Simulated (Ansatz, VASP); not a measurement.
## ZnGa2P2S in two plane-wave programs

Aim: how closely do two programs agree when they are given the same cell, functional and k mesh? The cell is generated by rule, not measured, and may not be a known phase. The cell is taken from a series of runs on this material, whose earlier steps may have relaxed, scaled, displaced or heated it; both programs get it as it stands.

Method: plane waves, with VASP 6.6.1 beside it; single point at PBE, in Ansatz 0.2.0.

The structure was built from a prototype and need not be the compound's stable phase.

## 1. Starting point

Symmetry: Imm2, No. 44, orthorhombic system. The conventional cell has a = 3.844 Å, b = 3.844 Å, c = 16.310 Å, α = 90.00°, β = 90.00°, γ = 90.00°. Nearest to Ga lie 2 P at 2.35 Å and 2 S at 2.35 Å. Nearest to Ga lie 4 P at 2.35 Å. Nearest to P lie 4 Ga at 2.35 Å. P has 2 Ga at 2.35 Å and 2 Zn at 2.35 Å nearest. Nearest to S lie 2 Zn at 2.35 Å and 2 Ga at 2.35 Å. Nearest to Zn lie 2 S at 2.35 Å and 2 P at 2.35 Å. Farther neighbours and most contacts between anions are not listed.

Structure file:

```cif
data_structure
_symmetry_space_group_name_H-M 'Imm2'
_symmetry_Int_Tables_number 44
_cell_length_a 3.8443
_cell_length_b 3.8443
_cell_length_c 16.3100
_cell_angle_alpha 90.000
_cell_angle_beta 90.000
_cell_angle_gamma 90.000
_cell_volume 241.04
loop_
_atom_site_label
_atom_site_type_symbol
_atom_site_symmetry_multiplicity
_atom_site_Wyckoff_symbol
_atom_site_fract_x
_atom_site_fract_y
_atom_site_fract_z
_atom_site_occupancy
Ga1 Ga 2 b 0.00000 0.50000 0.00000 1
Ga2 Ga 2 b 0.50000 0.00000 0.16667 1
P1 P 2 a 0.50000 0.50000 0.08333 1
P2 P 2 a 0.00000 0.00000 0.25000 1
S1 S 2 a 0.50000 0.50000 0.41667 1
Zn1 Zn 2 b 0.00000 0.50000 0.33333 1
```

## 2. VASP: single point, PBE

With cell and atoms fixed, the geometry can't cause a difference; cores, projectors, grids and the points listed under the comparison can.

Lines of VASP's logs that name or quote its potential files are left out, and so is its time.

INCAR

```
SYSTEM = ZnGa2P2S
PREC = Accurate
ENCUT = 500
EDIFF = 1E-06
NELM = 120
ISMEAR = 0
SIGMA = 0.1
LREAL = .FALSE.
ALGO = Normal
GGA = PE
NBANDS = 33
LORBIT = 11
LWAVE = .FALSE.
LCHARG = .FALSE.
ISIF = 2
LASPH = .TRUE.
GGA_COMPAT = .FALSE.
EFERMI = MIDGAP
KPAR = 2
```

POSCAR

```
ZnGa2P2S
1.0
    2.7183300000      2.7183300000      0.0000000000
   -2.7183300000      2.7183300000      0.0000000000
    2.7183300000      0.0000000000      8.1550000000
Ga P S Zn
2 2 1 1
Direct
    0.9999995000      0.0000005000      0.0000000000
    0.3333330000      0.6666670000      0.3333330000
    0.4166660000      0.0833340000      0.1666670000
    0.7499995000      0.7500005000      0.5000000000
    0.0833330000      0.4166670000      0.8333330000
    0.6666660000      0.3333340000      0.6666670000
```

KPOINTS

```
Automatic mesh
0
Gamma
6 6 6
0 0 0
```

The projector-augmented-wave data sets are Ga_d, P, S and Zn (PBE family, release 64).

The run is started by

```bash
> mpirun -np 2 vasp_std
```

Numbers of over 12 decimals in the logs are rounded to 6 here.

The log of the run:

```text
[banner, memory and clock lines left out]
running    2 mpi-ranks, on    1 nodes
 distrk:  each k-point on    1 cores,    2 groups
 distr:  one band on    1 cores,    1 groups

 POSCAR found type information on POSCAR GaP S Zn
 POSCAR found :  4 types and       6 ions
 LDA part: xc-table for (Slater+PW92), standard interpolation
 POSCAR, INCAR and KPOINTS ok, starting setup
 FFT: planning ... GRIDC
 FFT: planning ... GRID_SOFT
 FFT: planning ... GRID
 WAVECAR not read
 entering main loop
       N       E                     dE             d eps       ncg     rms          rms(c)
DAV:   1     0.408694664807E+03    0.40869E+03   -0.25215E+04  3212   0.224E+03
DAV:   2     0.306054743203E+02   -0.37809E+03   -0.36852E+03  3252   0.507E+02
DAV:   3    -0.231957255964E+02   -0.53801E+02   -0.52985E+02  3544   0.157E+02
DAV:   4    -0.257569651539E+02   -0.25612E+01   -0.25520E+01  3964   0.353E+01
DAV:   5    -0.258144980446E+02   -0.57533E-01   -0.57476E-01  3863   0.491E+00    0.942E+00
DAV:   6    -0.246328448475E+02    0.11817E+01   -0.26043E+00  4556   0.397E+01    0.664E+00
DAV:   7    -0.245983666646E+02    0.34478E-01   -0.24199E+00  3722   0.921E+00    0.261E+00
DAV:   8    -0.245877382240E+02    0.10628E-01   -0.22178E-01  3740   0.493E+00    0.146E+00
DAV:   9    -0.245888052833E+02   -0.10671E-02   -0.34699E-02  3991   0.117E+00    0.342E-01
DAV:  10    -0.245885983229E+02    0.20696E-03   -0.46546E-03  3798   0.100E+00    0.138E-01
DAV:  11    -0.245888627357E+02   -0.26441E-03   -0.93175E-04  3902   0.372E-01    0.472E-02
DAV:  12    -0.245889218016E+02   -0.59066E-04   -0.23043E-04  3740   0.145E-01    0.296E-02
DAV:  13    -0.245889257437E+02   -0.39421E-05   -0.28101E-05  3848   0.513E-02    0.156E-02
DAV:  14    -0.245889304551E+02   -0.47115E-05   -0.13952E-05  3252   0.297E-02    0.712E-03
DAV:  15    -0.245889305418E+02   -0.86642E-07   -0.13659E-06  2763   0.168E-02
   1 F= -.24588931E+02 E0= -.24588930E+02  d E =-.178695E-06
```

Parts of OUTCAR (step 2):

```text
ion  position               nearest neighbor table
   1  1.000  0.000  0.000-   3 2.35   5 2.35   5 2.35   3 2.35
   2  0.333  0.667  0.333-   3 2.35   3 2.35   4 2.35   4 2.35
   3  0.417  0.083  0.167-   2 2.35   2 2.35   1 2.35   1 2.35
   4  0.750  0.750  0.500-   2 2.35   6 2.35   2 2.35   6 2.35
   5  0.083  0.417  0.833-   6 2.35   6 2.35   1 2.35   1 2.35
   6  0.667  0.333  0.667-   5 2.35   5 2.35   4 2.35   4 2.35

  LATTYP: Found a body centered tetragonal cell.
 ALAT       =     3.8442991530
 C/A-ratio  =     4.2426458896

 Subroutine GETGRP returns: Found  4 space group operations
 (whereof  4 operations were pure point group operations)

The static configuration has the point symmetry C_2v.

 Found     46 irreducible k-points:

   k-points           NKPTS =     46   k-points in BZ     NKDIM =     46   number of bands    NBANDS=     33

   dimension x,y,z NGX =    28 NGY =   28 NGZ =   64
   dimension x,y,z NGXF=    56 NGYF=   56 NGZF=  128

   ENCUT  =  500.0 eV  36.75 Ry    6.06 a.u.   7.01  7.01 15.67*2*pi/ulx,y,z

   NELECT =      54.0000    total number of electrons

 k-points in reciprocal lattice and weights: Automatic mesh
   0.00000000  0.00000000  0.00000000       0.005
   0.16666667  0.00000000 -0.00000000       0.019
   0.00000000 -0.16666667 -0.00000000       0.019
   0.33333333  0.00000000 -0.00000000       0.019
   0.00000000 -0.33333333 -0.00000000       0.019
   0.50000000  0.00000000 -0.00000000       0.009
   0.00000000  0.50000000  0.00000000       0.009
   0.16666667  0.16666667  0.00000000       0.019
   0.33333333  0.16666667 -0.00000000       0.037
[...]
-0.16666667  0.16666667  0.33333333       0.019
   0.00000000  0.00000000  0.50000000       0.005

 average (electrostatic) potential at core
       1 -66.5862       2 -65.7464       3 -84.1216       4 -83.2682       5 -88.0823
       6 -34.8537

 E-fermi :   4.7976

 k-point     1 :       0.0000    0.0000    0.0000
  band No.  band energies     occupation
    ...
     23       2.0763      2.00000
     24       2.2261      2.00000
     25       3.7718      2.00000
     26       3.9663      2.00000
     27       4.5085      1.99996
     28       5.0898      0.00004
     29       6.0150      0.00000
     30       6.3006      0.00000
     31       7.3535      0.00000
     32       7.6339      0.00000
    ...

 k-point     2 :       0.1667    0.0000   -0.0000
  band No.  band energies     occupation
    ...
     23       1.5979      2.00000
     24       2.3057      2.00000
     25       2.3818      2.00000
     26       3.3802      2.00000
     27       4.4725      2.00000
     28       5.6333      0.00000
     29       6.5435      0.00000
     30       7.5807      0.00000
     31       8.0055      0.00000
     32       8.4594      0.00000
    ...

 k-point     3 :       0.0000   -0.1667   -0.0000
  band No.  band energies     occupation
    ...
     23       1.5618      2.00000
     24       2.2426      2.00000
     25       2.9145      2.00000
     26       3.4379      2.00000
     27       3.8720      2.00000
     28       6.1982      0.00000
     29       6.3945      0.00000
     30       7.1882      0.00000
     31       7.6985      0.00000
     32       8.3368      0.00000
    ...

  Total        2.1287447      2.1287447      1.4030062     -0.3820123      0.0000000      0.0000000
  in kB       28.2993096     28.2993096     18.6514177     -5.0784313      0.0000000      0.0000000
  external PRESSURE =      25.0833456 kB  Pullay stress =       0.0000000 kB

  energy-cutoff  :      500.00
  volume of cell :      120.52
      direct lattice vectors                 reciprocal lattice vectors
     2.718330000  2.718330000  0.000000000     0.183936461  0.183936461 -0.061312078
    -2.718330000  2.718330000  0.000000000    -0.183936461  0.183936461  0.061312078
     2.718330000  0.000000000  8.155000000     0.000000000  0.000000000  0.122624157

 POSITION                                       TOTAL-FORCE (eV/Angst)
 -----------------------------------------------------------------------------------
      2.71833      2.71833      0.00000        -0.000000      0.000000      0.635117
     -0.00000      2.71833      2.71833         0.000000     -0.000000      0.660154
      1.35916      1.35916      1.35917         0.000000     -0.000000     -0.650943
      1.35916      4.07749      4.07750        -0.000000      0.000000      0.228894
      1.35916      1.35916      6.79583        -0.000000     -0.000000      0.156085
      2.71833      2.71833      5.43667         0.000000      0.000000     -1.029307
 -----------------------------------------------------------------------------------
    total drift:                                0.004666     -0.000010      0.001669

  FREE ENERGIE OF THE ION-ELECTRON SYSTEM (eV)
  ---------------------------------------------------
  free  energy   TOTEN  =       -24.5889305418 eV

  energy  without entropy=      -24.5889303631  energy(sigma->0) =      -24.58893045

 total charge
# of ion       s       p       d       tot
------------------------------------------
    1        0.859   0.772  10.025  11.655
    2        0.861   0.849  10.015  11.725
    3        1.024   1.525   0.000   2.549
    4        1.016   1.524   0.000   2.540
    5        1.327   2.417   0.000   3.744
    6        0.563   0.511   9.772  10.846
--------------------------------------------------
tot          5.649   7.598  29.812  43.059

[... 3 further parts left out ...]
```

The run ends at a pressure of 2.51 GPa, with forces up to 1.0 eV/Å.

## 3. Ansatz: single point, PBE

Ansatz runs on its default PAW (the set named soft_2) files.

The same cell, functional, mesh and smearing now go to Ansatz, which takes its cutoff from its data sets.

input.yaml

```yaml
crystal:
  lattice:
    - [2.71833, 2.71833, 0.0]
    - [-2.71833, 2.71833, 0.0]
    - [2.71833, 0.0, 8.155]
  atoms:
    - { symbol: Ga, position: [0.0, 0.0, 0.0] }
    - { symbol: Ga, position: [0.333333, 0.666667, 0.333333] }
    - { symbol: P, position: [0.416667, 0.083333, 0.166667] }
    - { symbol: P, position: [0.75, 0.75, 0.5] }
    - { symbol: S, position: [0.083333, 0.416667, 0.833333] }
    - { symbol: Zn, position: [0.666667, 0.333333, 0.666667] }
kpoints:
  mp_grid: { grid: [6, 6, 6] }
hamiltonian:
  xc: pbe
scf:
  occupations: { method: gaussian, width: 0.1 }
output:
  forces: true
  stress: true
  eigenvalues: true
```

The run is started by

```bash
> ansatz run input.yaml --threads 4 --pin off --max-ram 14336MiB --backend cpu --events-out ev --progress --plain --runs-dir out
```

The log of the run:

```text
Warning: the atoms were moved onto the symmetric positions of the space group found under crystal.symmetry.tolerance 1.0e-5 (fractional; no operation is sought that the atoms, as they stand in a round, miss by more than twice it, and no atom is moved by as much as it), and the run uses the moved positions. Before a round's move an operation carried an atom to 5.44e-6 Å from where it should land, the largest such dist [...]
Engine: ansatz 0.2.0, aarch64-unknown-linux-gnu
Pseudopotentials: kind: paw
Pseudopotential: Ga, paw, valence charge 13, recommended cutoff 420 eV (normal), Ga.paw.azcp
Pseudopotential: P, paw, valence charge 5, recommended cutoff 420 eV (normal), P.paw.azcp
Pseudopotential: S, paw, valence charge 6, recommended cutoff 420 eV (normal), S.paw.azcp
Pseudopotential: Zn, paw, valence charge 12, recommended cutoff 420 eV (normal), Zn.paw.azcp
Functional definition: PBE
  parameter kappa = 0.804
  parameter beta = 0.066725
  exchange = pbe_x(kappa = kappa, mu = beta*pi^2/3)
  correlation = pbe_c(beta = beta)
Crystal: 6 atoms, lattice volume = 120.520 Å³
Basis set: ecut = 420 eV, 2343 PW (Γ), exchange–correlation on 54×54×120 points (8 copies of the dense FFT grid, shifted against one another)
Bands: 33, of which v1, the nominal top of the filled ones, is band 27 counted from 1 (26 counted from 0)
Symmetry: 4 space group operations
Space group: Imm2 (ITA 44), of the structure as read, at distance tolerance 4.9e-5 Å
k-points: 46 of 216 (time reversal used)
Non-local potential: Ga, projectors of the file, l = 0: 2, l = 1: 2, l = 2: 3, l = 3: 1
Non-local potential: P, projectors of the file, l = 0: 2, l = 1: 2, l = 2: 2
Non-local potential: S, projectors of the file, l = 0: 2, l = 1: 2, l = 2: 2
Non-local potential: Zn, projectors of the file, l = 0: 2, l = 1: 2, l = 2: 3, l = 3: 1
PAW form: soft (Blöchl's): semilocal exchange-correlation on the pseudo side does not see the compensation charge
PAW one-centre angular grid: Ga, 590 points (default); XC on 64 Gauss nodes
PAW one-centre angular grid: P, 110 points (default); XC on 64 Gauss nodes
PAW one-centre angular grid: S, 110 points (default); XC on 64 Gauss nodes
PAW one-centre angular grid: Zn, 590 points (default); XC on 64 Gauss nodes
Initial density: superposition of atomic densities (neutral atoms: chi_scale 0, normalization atom), corrected by the library's trained network
Initial wavefunctions: pseudopotential atomic-orbital guess
Functional: x = pbe(κ = 0.804, μ = 0.219515), c = pbe(β = 0.066725)
SCF iter   1: F=—  HF=-13301.343326 eV  |F-HF|=—  |Δ(HF+E_count)|=         —  Δρ=1.66e-3  dr2=3.95e-3  ethr=1.77e-3  ⟨swp⟩=6.8  Hψ=7044  notcnv=0
preconditioner: auto → Resta (q_TF=auto, 2.387 Å⁻¹)  ε∞=4.8  [insulator: Δε(μ)=0.604 eV  Ē_g=12.747 eV  σ=0.100 eV  W_gap=1.00  n_scr=26 (ndim 8)  ℏωp=24.9 eV  f_vac=0.012  D(μ)=0.00/eV (n_scr^D=0)  ε∞_Penn≈4.8]
SCF iter   2: F=—  HF=-13301.338548 eV  |F-HF|=—  |Δ(HF+E_count)|=   4.78e-3  Δρ=1.03e-3  dr2=1.28e-3  ethr=7.32e-6  ⟨swp⟩=2.9  Hψ=3315  notcnv=0  defer=1
SCF iter   3: F=—  HF=-13301.338358 eV  |F-HF|=—  |Δ(HF+E_count)|=   1.90e-4  Δρ=4.26e-4  dr2=2.51e-4  ethr=2.37e-6  ⟨swp⟩=2.0  Hψ=2685  notcnv=0
automatic band count: iteration 3 solves 32 bands in place of 33: the levels show a gap, and the empty bands left out lie too high to hold charge; the band table lists the bands solved (type scf.n_extra_bands for more)
SCF iter   4: F=—  HF=-13301.338341 eV  |F-HF|=—  |Δ(HF+E_count)|=   1.70e-5  Δρ=1.33e-4  dr2=3.06e-5  ethr=4.64e-7  ⟨swp⟩=2.0  Hψ=2653  notcnv=0
SCF iter   5: F=—  HF=-13301.338368 eV  |F-HF|=—  |Δ(HF+E_count)|=   2.66e-5  Δρ=4.57e-5  dr2=3.91e-6  ethr=5.66e-8  ⟨swp⟩=2.0  Hψ=2685  notcnv=0
SCF iter   6: F=—  HF=-13301.338371 eV  |F-HF|=—  |Δ(HF+E_count)|=   3.79e-6  Δρ=4.58e-5  dr2=1.72e-6  ethr=7.24e-9  ⟨swp⟩=2.0  Hψ=2225  notcnv=0
SCF iter   7: F=—  HF=-13301.338371 eV  |F-HF|=—  |Δ(HF+E_count)|=   6.48e-7  Δρ=1.48e-5  dr2=1.99e-7  ethr=3.19e-9  ⟨swp⟩=2.0  Hψ=2108  notcnv=0
SCF iter   8: F=-13301.338371 eV  HF=-13301.338371 eV  |F-HF|=1.72e-8  |Δ(HF+E_count)|=   5.52e-8  Δρ=3.77e-6  dr2=1.75e-8  ethr=1.85e-10  ⟨swp⟩=9.0  Hψ=6596  notcnv=0
SCF 1 converged in 8 iterations: F = -13301.338371 eV  dr2 = 1.75e-8
  greatest PAW one-centre occupation: 0.995 electrons in one spin orbital (limit 2), on the Ga atom at site 0 (counted from 0), in its partial waves of l = 2
SCF converged after 8 iterations
Free energy (F): -13301.338371 eV
Harris-Foulkes:  -13301.338371 eV  (|F-HF|=1.72e-8)
Internal energy: -13301.338371 eV  (E = F + TS)
E sigma→0 (E₀):  -13301.338371 eV
Entropy (-TS):   -0.000000 eV (-0.000 meV/atom)
Fermi energy:    7.637654 eV
--- Per-component energies (eV) ---
  E_band       = -114.007152
  E_kinetic    = 610.731342
  E_local      = -6444.158426  (includes V_loc(G=0)·N_el)
  E_nonlocal   = 1559.205015
  E_hartree    = 2888.124032
  E_xc         = -496.051387
  E_vxc        = -377.699749  (∫ρ·V_xc dr)
  E_paw        = -7544.079290  (= ΣΔE_a)
  E_vpaw       = -1238.334926  (= ΣTr[D̂ρ^β])
  E_aug_tail   = -0.000554  (compensation charges beyond the density's cutoff)
  E_ewald      = -3875.109103
  E_smearing   = -0.000000  (= −TS)
  E_closure    = -0.000000  (closes the sum)
  Σ components = -13301.338371   (vs F -13301.338371, Δ=0.00e0)
--- Forces (eV/Å), atoms counted from 1 ---
  atom   1  Ga     0.00000000     0.00000000     0.61783618
  atom   2  Ga     0.00000000     0.00000000     0.65182669
  atom   3  P     -0.00000000    -0.00000000    -0.64227665
  atom   4  P     -0.00000000     0.00000000     0.24429730
  atom   5  S     -0.00000000     0.00000000     0.14193359
  atom   6  Zn     0.00000000     0.00000000    -1.01362872
  max |Σ_I F_I| component: 1.16e-5 eV/Å
--- Stress (GPa, compression-positive) ---
        2.805632      -0.498920       0.000000
       -0.498920       2.805632       0.000000
        0.000000       0.000000       1.854959
  P = ⅓ Tr σ = 2.4887 GPa (24.887 kbar)
--- Band table (eV; the first three rows and the last of 46) ---
  k-point 0: bands = [... 23 lower, 5.0635, 6.6116, 6.8022, 7.3446, 7.9336, 8.8540, 9.1361, 10.1862, ... 1 higher]
  k-point 1: bands = [... 23 lower, 5.1183, 6.1915, 6.6971, 7.2524, 8.2020, 8.8363, 9.2363, 10.1442, ... 1 higher]
  k-point 2: bands = [... 23 lower, 5.2583, 5.4277, 6.4579, 7.0663, 8.4316, 8.8557, 9.4675, 10.2876, ... 1 higher]
  k-point 45: bands = [... 23 lower, 3.7300, 4.0234, 4.4477, 4.7268, 8.9915, 9.1656, 9.6330, 9.9865, ... 1 higher]
```

The run ends at a pressure of 2.49 GPa, with forces up to 1.0 eV/Å.

## 4. Differences

Known differences besides the potentials themselves: the cutoff is 420 eV in Ansatz and 500 eV in VASP. Total energies have different zeros and are not compared.

Compared:

```csv
quantity,Ansatz,VASP,difference
pressure (GPa),2.49,2.51,-0.02
gap on the k mesh (eV),0.589,0.581,+0.008
```

Forces (eV/Å; atoms numbered as in POSCAR):

```
atom        Ansatz x, y, z          VASP x, y, z
 Ga1   0.000, 0.000, 0.618   0.000, 0.000, 0.635
 Ga2   0.000, 0.000, 0.652   0.000, 0.000, 0.660
  P3  0.000, 0.000, -0.642  0.000, 0.000, -0.651
  P4   0.000, 0.000, 0.244   0.000, 0.000, 0.229
  S5   0.000, 0.000, 0.142   0.000, 0.000, 0.156
 Zn6  0.000, 0.000, -1.014  0.000, 0.000, -1.029
```

The forces differ by 7.9 meV/Å r.m.s., which is 2.2 % of the r.m.s. force of 0.365 eV/Å (both taken over all components). A gap on the mesh is an upper bound, since the band edges may lie between its points.

## 5. What came out

| Property | Result |
| --- | --- |
| r.m.s. force difference (single point, PBE) | 2.2 % of the r.m.s. force |

In words: The r.m.s. force difference is 2.2 % of the r.m.s. force (single point, PBE), within the 3 % picked in this series as the mark of a large difference. Such differences can come from data sets, numerical settings and the points named under the comparisons, not from the functional's error against experiment.

[Lines on the potential files, build, host, timing and source positions are cut from VASP's logs without a mark.]

[Logs are printed without paths, hosts, clocks, repeated set-up lines and the standing remarks that a program may print on its own settings, such as how far it seeks lower states.]

[Hosts, paths, dates, database ids (printed as entryN), source tags and the programs' standing remarks are cut or masked in the printed files.]
